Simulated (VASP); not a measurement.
These are vdW-DF2, VASP's PBE PAW potentials (set 64) (plane waves; VASP) values and carry that method's errors.

The input files of a VASP run:

### POSCAR
```
MoSi2
1
   -1.6443870602     1.6443870602     4.0037907383
    1.6443870602    -1.6443870602     4.0037907383
    1.6443870602     1.6443870602    -4.0037907383
Si Mo
2 1
Direct
  0.6635958266   0.6635958266   0.0000000000
  0.3364041734   0.3364041734   0.0000000000
  0.0000000000   0.0000000000   1.0000000000
```

**INCAR**
```
# general
SYSTEM    =  MoSi2
PREC      =  Accurate
ENCUT     =  520
LREAL     =  .False.
LASPH     =  .True.   # aspherical one-centre terms

# electronic loop
EDIFF     =  1E-6   # SCF stop (eV)
NELM      =  100   # most electronic steps
ALGO      =  Normal   # blocked Davidson
LMAXMIX   =  4

# smearing
ISMEAR    =  1
SIGMA     =  0.1

# functional
GGA       =  ML
LUSE_VDW  =  .True.
AGGAC     =  0.0
ZAB_VDW   =  -1.8867

# ions
IBRION    =  2   # conjugate gradients
NSW       =  60   # most ionic steps
ISIF      =  3   # ions, shape and volume
EDIFFG    =  -0.02

# output
LWAVE     =  .False.
LCHARG    =  .False.
```

File KPOINTS:
```
Automatic mesh
0
Gamma
12 12 12
0 0 0
```

POTCAR, in this order: Si Mo_sv (PBE.64 set). Program: vasp_std.

Output

**OSZICAR**
```
       N       E                     dE             d eps       ncg     rms          rms(c)
DAV:   1     0.129930857504E+03    0.12993E+03   -0.11399E+04  4898   0.138E+03
DAV:   2    -0.120330876562E+02   -0.14196E+03   -0.14006E+03  6045   0.333E+02
DAV:   3    -0.150764516405E+02   -0.30434E+01   -0.30139E+01  6598   0.441E+01
DAV:   4    -0.150936896916E+02   -0.17238E-01   -0.17210E-01  5471   0.387E+00
DAV:   5    -0.150938637055E+02   -0.17401E-03   -0.17401E-03  6794   0.361E-01    0.161E+01
DAV:   6    -0.144850330343E+02    0.60883E+00   -0.97298E+00  5611   0.195E+01    0.335E+00
DAV:   7    -0.143181305800E+02    0.16690E+00   -0.17092E+00  5465   0.819E+00    0.334E+00
DAV:   8    -0.143203433947E+02   -0.22128E-02   -0.10363E-01  5723   0.283E+00    0.533E-01
DAV:   9    -0.143239688013E+02   -0.36254E-02   -0.62044E-03  6290   0.681E-01    0.255E-01
DAV:  10    -0.143247891094E+02   -0.82031E-03   -0.23813E-03  5793   0.389E-01    0.429E-02
DAV:  11    -0.143248629662E+02   -0.73857E-04   -0.50579E-04  5814   0.179E-01    0.411E-02
DAV:  12    -0.143248623260E+02    0.64024E-06   -0.85409E-05  5891   0.615E-02    0.698E-03
DAV:  13    -0.143248658529E+02   -0.35269E-05   -0.10777E-05  5422   0.238E-02    0.410E-03
DAV:  14    -0.143248660857E+02   -0.23286E-06   -0.38643E-07  3488   0.492E-03
   1 F= -.14324866E+02 E0= -.14324688E+02  d E =-.143249E+02
```

OUTCAR:
```
------------------------ aborting loop because EDIFF is reached ----------------------------------------
  FORCE on cell =-STRESS in cart. coord.  units (eV):
  Direction    XX          YY          ZZ          XY          YZ          ZX
  --------------------------------------------------------------------------------------
  Total        0.0365512      0.0365512      0.0110873      0.0000000      0.0000000      0.0000000
  in kB        1.3523005      1.3523005      0.4102013      0.0000000      0.0000000      0.0000000
  external PRESSURE =       1.0382674 kB  Pullay stress =       0.0000000 kB
  volume of cell :       43.31
      direct lattice vectors                 reciprocal lattice vectors
    -1.644387060  1.644387060  4.003790738     0.000000000  0.304064665  0.124881652
     1.644387060 -1.644387060  4.003790738     0.304064665  0.000000000  0.124881652
     1.644387060  1.644387060 -4.003790738     0.304064665  0.304064665  0.000000000
 POSITION                                       TOTAL-FORCE (eV/Angst)
 -----------------------------------------------------------------------------------
      0.00000      0.00000      5.31380        -0.000000     -0.000000      0.007652
      0.00000      0.00000      2.69378        -0.000000     -0.000000     -0.007652
      0.00000      0.00000      0.00000         0.000000      0.000000      0.000000
 -----------------------------------------------------------------------------------
    total drift:                                0.000000      0.000000     -0.000000
  FREE ENERGIE OF THE ION-ELECTRON SYSTEM (eV)
  ---------------------------------------------------
  free  energy   TOTEN  =       -14.3248660857 eV

  energy  without entropy=      -14.3243308802  energy(sigma->0) =      -14.32468768

 reached required accuracy - stopping structural energy minimisation
```
(Selected blocks of OUTCAR.)

The compound is MoSi2 in the MoSi2 type structure. It was relaxed first, which changed the volume by +7 %. The start is the result of an earlier pass.
